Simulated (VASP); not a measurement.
# A vacancy on the Cd site in a supercell of KCdCO3F

Aim: the formation energy and local structure of a vacancy on the Cd site in KCdCO3F. The start is a cell from a database of measured crystal structures.

Program: VASP 6.6.1. Level of theory: SCAN; plane waves and PAW (Cd, K_pv, F, O, C), in the first sound run; inputs show where later runs differ. Results are calculated unless marked as measured.

## (1) The host crystal

The structure is hexagonal, space group P-6m2 (No. 187). Conventional cell: a = 5.132 Å, b = 5.132 Å, c = 4.432 Å, α = 90.00°, β = 90.00°, γ = 120.00°. Cd has 2 F at 2.22 Å and 6 O at 2.58 Å nearest. Nearest to K lie 6 O at 2.80 Å and 3 F at 2.96 Å. Nearest to F lie 2 Cd at 2.22 Å and 3 K at 2.96 Å. O has 1 C at 1.25 Å and 2 Cd at 2.58 Å and 2 K at 2.80 Å nearest. Nearest to C lie 3 O at 1.25 Å. Farther neighbours and most contacts between anions are not listed.

## (2) The host at zero pressure

The later steps need the crystal at this functional's own lattice; a raised cutoff keeps the stress reliable while the cell changes.

The input, INCAR:

```
SYSTEM = KCdCO3F
PREC = Accurate
ENCUT = 520
EDIFF = 1E-06
NELM = 120
ISMEAR = 0
SIGMA = 0.05
LREAL = .FALSE.
ALGO = Normal
METAGGA = SCAN
LASPH = .TRUE.
NBANDS = 31
LORBIT = 11
LWAVE = .FALSE.
LCHARG = .FALSE.
KPAR = 4
IBRION = 2
NSW = 40
ISIF = 3
EDIFFG = -0.02
POTIM = 0.4
```

The input, POSCAR:

```
KCdCO3F
1.0
    5.1324000000      0.0000000000      0.0000000000
   -2.5662000000      4.4447887824      0.0000000000
    0.0000000000      0.0000000000      4.4324000000
Cd K F O C
1 1 1 3 1
Direct
    0.6666666667      0.3333333333      0.5000000000
    0.0000000000      0.0000000000      0.0000000000
    0.6666666667      0.3333333333      0.0000000000
    0.6150000000      0.8075000000      0.5000000000
    0.1925000000      0.8075000000      0.5000000000
    0.1925000000      0.3850000000      0.5000000000
    0.3333333333      0.6666666667      0.5000000000
```

The input, KPOINTS:

```
Automatic mesh
0
Gamma
4 4 4
0 0 0
```

The projector-augmented-wave data sets are Cd, K_pv, F, O and C (PBE family, release 64).

On the command line:

```console
$ mpirun -np 4 vasp_std
```

Log:

```text
[banner, memory and clock lines left out]
running    4 mpi-ranks, on    1 nodes
 distrk:  each k-point on    1 cores,    4 groups
 distr:  one band on    1 cores,    1 groups

 POSCAR found type information on POSCAR CdK F O C
 POSCAR found :  5 types and       7 ions
|                                                                             |
|               ----> ADVICE to this user running VASP <----                  |
|                                                                             |
|     You enforced a specific xc type in the INCAR file but a different       |
|     [... a line on the potential file left out ...]
|     I HOPE YOU KNOW WHAT YOU ARE DOING!                                     |
|                                                                             |

 LDA part: xc-table for (None), standard interpolation
 POSCAR, INCAR and KPOINTS ok, starting setup
 FFT: planning ... GRIDC
 FFT: planning ... GRID_SOFT
 FFT: planning ... GRID
 WAVECAR not read
 entering main loop
       N       E                     dE             d eps       ncg     rms          rms(c)
DAV:   1     0.355257948320E+03    0.35526E+03   -0.25308E+04   792   0.153E+03
DAV:   2    -0.723046906908E+02   -0.42756E+03   -0.40916E+03   916   0.395E+02
DAV:   3    -0.102594222444E+03   -0.30290E+02   -0.30111E+02   898   0.112E+02
DAV:   4    -0.102927537313E+03   -0.33331E+00   -0.33314E+00   856   0.124E+01
DAV:   5    -0.102932359609E+03   -0.48223E-02   -0.48219E-02   940   0.140E+00    0.136E+01
DAV:   6    -0.836820877082E+02    0.19250E+02   -0.12091E+01   962   0.509E+01    0.973E+00
DAV:   7    -0.839552301159E+02   -0.27314E+00   -0.51858E+00   877   0.149E+01    0.611E+00
DAV:   8    -0.840277669068E+02   -0.72537E-01   -0.69042E-01   892   0.797E+00    0.203E+00
DAV:   9    -0.840091606507E+02    0.18606E-01   -0.16533E-01   893   0.357E+00    0.392E-01
DAV:  10    -0.840127937157E+02   -0.36331E-02   -0.34382E-02   842   0.127E+00    0.378E-01
DAV:  11    -0.840112316633E+02    0.15621E-02   -0.28779E-03   863   0.425E-01    0.205E-01
DAV:  12    -0.840104819571E+02    0.74971E-03   -0.21085E-03   779   0.329E-01    0.448E-02
DAV:  13    -0.840105484596E+02   -0.66503E-04   -0.14677E-04   857   0.120E-01    0.423E-02
DAV:  14    -0.840105715271E+02   -0.23068E-04   -0.58072E-05   835   0.502E-02    0.209E-02
DAV:  15    -0.840106426682E+02   -0.71141E-04   -0.26731E-05   870   0.341E-02    0.484E-03
DAV:  16    -0.840106410690E+02    0.15992E-05   -0.58842E-07   512   0.699E-03    0.199E-03
DAV:  17    -0.840106399401E+02    0.11289E-05   -0.37577E-07   554   0.469E-03    0.144E-03
DAV:  18    -0.840106408113E+02   -0.87115E-06   -0.42963E-08   421   0.259E-03
   1 F= -.84010641E+02 E0= -.84010641E+02  d E =-.840106E+02
 curvature:   0.00 expect dE= 0.000E+00 dE for cont linesearch  0.000E+00
 trial: gam= 0.00000 g(F)=  0.917E+00 g(S)=  0.105E+00 ort = 0.000E+00 (trialstep = 0.100E+01)
 search vector abs. value=  0.102E+01
 bond charge predicted
       N       E                     dE             d eps       ncg     rms          rms(c)
DAV:   1    -0.825763285385E+02    0.14343E+01   -0.20694E+02   751   0.912E+01    0.623E+00
DAV:   2    -0.835053922306E+02   -0.92906E+00   -0.96188E+00   891   0.208E+01    0.328E+00
DAV:   3    -0.833623291523E+02    0.14306E+00   -0.35859E-01   856   0.399E+00    0.200E+00
DAV:   4    -0.833356021989E+02    0.26727E-01   -0.15775E-01   856   0.261E+00    0.979E-01
DAV:   5    -0.833326525145E+02    0.29497E-02   -0.19307E-02   884   0.112E+00    0.440E-01
DAV:   6    -0.833322502448E+02    0.40227E-03   -0.41847E-03   835   0.442E-01    0.159E-01
DAV:   7    -0.833318886236E+02    0.36162E-03   -0.16244E-03   849   0.290E-01    0.448E-02
DAV:   8    -0.833318736291E+02    0.14995E-04   -0.17840E-04   807   0.106E-01    0.220E-02
DAV:   9    -0.833318656108E+02    0.80183E-05   -0.25838E-05   849   0.332E-02    0.441E-03
DAV:  10    -0.833318674801E+02   -0.18694E-05   -0.25867E-06   783   0.107E-02    0.244E-03
DAV:  11    -0.833318693919E+02   -0.19118E-05   -0.37095E-07   491   0.545E-03    0.113E-03
DAV:  12    -0.833318692964E+02    0.95507E-07   -0.96845E-08   470   0.300E-03
   2 F= -.83331869E+02 E0= -.83331869E+02  d E =0.678772E+00
[... from here on, the cycles between the ionic steps are left out ...]
   3 F= -.84138999E+02 E0= -.84138999E+02  d E =-.128358E+00
   4 F= -.84139246E+02 E0= -.84139246E+02  d E =-.128605E+00
   5 F= -.84165321E+02 E0= -.84165321E+02  d E =-.260754E-01
   6 F= -.84174460E+02 E0= -.84174460E+02  d E =-.352144E-01
   7 F= -.84174754E+02 E0= -.84174754E+02  d E =-.355084E-01
   8 F= -.84177900E+02 E0= -.84177900E+02  d E =-.314621E-02
   9 F= -.84179459E+02 E0= -.84179459E+02  d E =-.470468E-02
  10 F= -.84179324E+02 E0= -.84179324E+02  d E =-.456955E-02
  11 F= -.84179929E+02 E0= -.84179929E+02  d E =-.517514E-02
  12 F= -.84181079E+02 E0= -.84181079E+02  d E =-.115001E-02
 trial-energy change:   -0.001150  1 .order   -0.001123   -0.001791   -0.000456
 step:   0.3437(harm=  0.3558)  dis= 0.00066  next Energy=   -84.181147 (dE=-0.122E-02)
 bond charge predicted
       N       E                     dE             d eps       ncg     rms          rms(c)
DAV:   1    -0.841813152374E+02   -0.23562E-03   -0.12847E-02   744   0.817E-01    0.907E-02
DAV:   2    -0.841811670636E+02    0.14817E-03   -0.25729E-04   877   0.156E-01    0.492E-02
DAV:   3    -0.841811485862E+02    0.18477E-04   -0.67972E-05   872   0.765E-02    0.154E-02
DAV:   4    -0.841811609166E+02   -0.12330E-04   -0.16484E-05   891   0.370E-02    0.621E-03
DAV:   5    -0.841811618331E+02   -0.91644E-06   -0.16188E-06   583   0.101E-02
  13 F= -.84181162E+02 E0= -.84181162E+02  d E =-.123260E-02
 curvature:  -0.54 expect dE=-0.119E-04 dE for cont linesearch -0.107E-05
 trial: gam=-0.02032 g(F)=  0.801E-05 g(S)=  0.143E-04 ort = 0.203E-03 (trialstep = 0.281E+00)
 search vector abs. value=  0.226E-04
 reached required accuracy - stopping structural energy minimisation
```

Run time: 5.5 min. Hardware: 4 MPI ranks of Intel Xeon 6975P-C (Granite Rapids), shared host; peak memory 1.1 GiB; 21 min of CPU time.

The logs omit lines about the potential files and the build; timing stands in the text.

OUTCAR, selected parts (step 2):

```text
ion  position               nearest neighbor table
   1  0.667  0.333  0.500-   3 2.22   3 2.22   6 2.58   4 2.58   5 2.58   5 2.58   6 2.58   4 2.58
                             2 3.70   2 3.70   2 3.70   2 3.70   2 3.70   2 3.70
   2  0.000  0.000  0.000-   4 2.80   4 2.80   5 2.80   5 2.80   6 2.80   6 2.80   3 2.96   3 2.96
                             3 2.96   7 3.70   1 3.70   7 3.70   1 3.70   1 3.70   1 3.70   7 3.70
   3  0.667  0.333  0.000-   1 2.22   1 2.22   2 2.96   2 2.96   2 2.96
   4  0.615  0.807  0.500-   7 1.25   1 2.58   1 2.58   2 2.80   2 2.80
   5  0.193  0.807  0.500-   7 1.25   1 2.58   1 2.58   2 2.80   2 2.80
   6  0.193  0.385  0.500-   7 1.25   1 2.58   1 2.58   2 2.80   2 2.80
   7  0.333  0.667  0.500-   5 1.25   4 1.25   6 1.25   2 3.70   2 3.70   2 3.70   2 3.70   2 3.70
                             2 3.70

  LATTYP: Found a hexagonal cell.
 ALAT       =     5.1324000000
 C/A-ratio  =     0.8636115657

 Subroutine GETGRP returns: Found 12 space group operations
 (whereof 12 operations were pure point group operations)

The static configuration has the point symmetry D_3h.

 Found     12 irreducible k-points:

   k-points           NKPTS =     12   k-points in BZ     NKDIM =     12   number of bands    NBANDS=     31

   dimension x,y,z NGX =    40 NGY =   40 NGZ =   36
   dimension x,y,z NGXF=    80 NGYF=   80 NGZF=   72

   ENCUT  =  520.0 eV  38.22 Ry    6.18 a.u.   9.54  9.54  8.24*2*pi/ulx,y,z

   NELECT =      48.0000    total number of electrons

 k-points in reciprocal lattice and weights: Automatic mesh
   0.00000000  0.00000000  0.00000000       0.016
   0.25000000 -0.00000000  0.00000000       0.094
   0.50000000 -0.00000000  0.00000000       0.047
   0.25000000  0.25000000  0.00000000       0.094
   0.00000000  0.00000000  0.25000000       0.031
   0.25000000 -0.00000000  0.25000000       0.188
   0.50000000 -0.00000000  0.25000000       0.094
   0.25000000  0.25000000  0.25000000       0.188
   0.00000000  0.00000000  0.50000000       0.016
   0.25000000 -0.00000000  0.50000000       0.094
   0.50000000 -0.00000000  0.50000000       0.047
   0.25000000  0.25000000  0.50000000       0.094

 average (electrostatic) potential at core
       1 -46.1396       2 -15.5317       3 -83.5147       4 -79.0426       5 -79.0426
       6 -79.0426       7 -59.3872

 E-fermi :  -0.8899

 k-point     1 :       0.0000    0.0000    0.0000
  band No.  band energies     occupation
    ...
     20      -2.8983      2.00000
     21      -2.8982      2.00000
     22      -2.6073      2.00000
     23      -2.6073      2.00000
     24      -1.1073      2.00000
     25       1.4076      0.00000
     26       5.4675      0.00000
     27       5.6284      0.00000
     28       8.6348      0.00000
     29       8.6348      0.00000
    ...

 k-point     2 :       0.2500   -0.0000    0.0000
  band No.  band energies     occupation
    ...
     20      -3.5566      2.00000
     21      -2.9811      2.00000
     22      -2.5949      2.00000
     23      -2.5832      2.00000
     24      -1.1860      2.00000
     25       2.4083      0.00000
     26       5.4918      0.00000
     27       5.7270      0.00000
     28       8.5991      0.00000
     29       8.9376      0.00000
    ...

 k-point     3 :       0.5000   -0.0000    0.0000
  band No.  band energies     occupation
    ...
     20      -4.1332      2.00000
     21      -3.1197      2.00000
     22      -2.5826      2.00000
     23      -2.5601      2.00000
     24      -1.2146      2.00000
     25       3.7039      0.00000
     26       5.3774      0.00000
     27       5.5275      0.00000
     28       8.2340      0.00000
     29       9.2542      0.00000
    ...

  Total        0.0186402      0.0186402      0.0435616      0.0000000     -0.0000000      0.0000000
  in kB        0.3056909      0.3056909      0.7143917      0.0000000     -0.0000000      0.0000000
  external PRESSURE =       0.4419245 kB  Pullay stress =       0.0000000 kB

  energy-cutoff  :      520.00
  volume of cell :       97.70
      direct lattice vectors                 reciprocal lattice vectors
     5.040317962 -0.000000000 -0.000000000     0.198400182  0.114546398  0.000000000
    -2.520158981  4.365043399 -0.000000000     0.000000000  0.229092797  0.000000000
     0.000000000 -0.000000000  4.440492499     0.000000000  0.000000000  0.225200245

 POSITION                                       TOTAL-FORCE (eV/Angst)
 -----------------------------------------------------------------------------------
      2.52016      1.45501      2.22025        -0.000000     -0.000000      0.000000
      0.00000      0.00000     -0.00000        -0.000000     -0.000000      0.000000
      2.52016      1.45501     -0.00000        -0.000000     -0.000000      0.000000
      1.11227      3.55220      2.22025        -0.007202     -0.004158      0.000000
     -1.11227      3.55220      2.22025         0.007202     -0.004158     -0.000000
      0.00000      1.62570      2.22025         0.000000      0.008316     -0.000000
     -0.00000      2.91003      2.22025        -0.000000      0.000000      0.000000
 -----------------------------------------------------------------------------------
    total drift:                                0.000019     -0.000011      0.000000

  FREE ENERGIE OF THE ION-ELECTRON SYSTEM (eV)
  ---------------------------------------------------
  free  energy   TOTEN  =       -84.1811618331 eV

  energy  without entropy=      -84.1811618331  energy(sigma->0) =      -84.18116183

 reached required accuracy - stopping structural energy minimisation

 total charge
# of ion       s       p       d       tot
------------------------------------------
    1        0.241   0.187   9.685  10.113
    2        0.066   6.103   0.073   6.242
    3        1.740   4.365   0.000   6.105
    4        1.585   3.598   0.000   5.182
    5        1.585   3.598   0.000   5.182
    6        1.585   3.598   0.000   5.182
    7        0.867   1.709   0.000   2.576
--------------------------------------------------
tot          7.668  23.156   9.758  40.583

[... 3 further parts left out ...]
```

The gap is read on the k-mesh alone, so it is an upper bound where the band edges lie off the mesh. The PAW data sets were made with PBE, which is usual practice but a small mismatch for other functionals. The run keeps the 12 symmetry operations of its start, so it cannot find a distortion of lower symmetry.

Step by step:

```
step  energy less that of the first step (eV)  largest force (eV/Å)  pressure (GPa)  volume (Å³)
   1                                   0.0000                2.8136            2.61       101.11
   2                                   0.6788                4.8551          -11.96       103.88
   3                                  -0.1284                0.0540           -2.51       101.83
   4                                  -0.1286                0.1475           -2.33       101.81
   5                                  -0.1547                0.1064           -1.18        99.81
   6                                  -0.1638                0.0490            0.44        97.38
   7                                  -0.1641                0.0552            0.28        97.61
   8                                  -0.1673                0.0438            0.04        97.67
   9                                  -0.1688                0.1303           -0.16        97.73
  10                                  -0.1687                0.3019           -0.56        97.83
  11                                  -0.1693                0.2021           -0.33        97.77
  12                                  -0.1704                0.0535           -0.04        97.71
  13                                  -0.1705                0.0083            0.04        97.70
```

| conventional cell, symmetrised | before | after | change |
| --- | --- | --- | --- |
| a (Å) | 5.132 | 5.040 | -1.8 % |
| b (Å) | 5.132 | 5.040 | -1.8 % |
| c (Å) | 4.432 | 4.440 | +0.2 % |
| volume (Å³/atom) | 14.44 | 13.96 | -3.4 % |

The atoms that moved most (Å, as changes of fractional coordinates times the final cell):

```
atom      dx      dy     dz  length
  O6   0.000  -0.055  0.000   0.055
  O4   0.047   0.027  0.000   0.055
  O5  -0.047   0.027  0.000   0.055
```

The relaxed structure:

```
Cd K F O C
1.0
     5.04032    0.00000    0.00000
    -2.52016    4.36504    0.00000
     0.00000    0.00000    4.44049
Cd K F O C
1 1 1 3 1
Direct
  0.66667 0.33333 0.50000
  0.00000 0.00000 0.00000
  0.66667 0.33333 0.00000
  0.62756 0.81378 0.50000
  0.18622 0.81378 0.50000
  0.18622 0.37244 0.50000
  0.33333 0.66667 0.50000
```

A gap read on the k-mesh alone can miss the band edges.

Numbers from this step:

| Item | Value |
| --- | --- |
| electronic cycles | 137 |
| electrons | 48 |
| free energy (TOTEN) | -84.1812 eV |
| Fermi energy | -0.8899 eV |
| labelled metallic, from the levels on this mesh | no |
| gap on the k-mesh | 2.511 eV |
| least direct gap on the k-mesh | 2.515 eV |

The run ended after 13 ionic steps, 0.171 eV below its first step, once forces and stress met EDIFFG = -0.02.

(Part 1 of 6 ends here.)

[Lines on the potential files, build, host, timing and source positions are cut from VASP's logs without a mark.]

[Logs are printed without paths, hosts, clocks, repeated set-up lines and the standing remarks that a program may print on its own settings, such as how far it seeks lower states.]

[Hosts, paths, dates, database ids (printed as entryN), source tags and the programs' standing remarks are cut or masked in the printed files.]

[In band tables of VASP the shares of atoms and orbitals are scaled to a sum of 1 inside the atoms' spheres.]

[Runs that stopped without an error message from VASP are left out.]
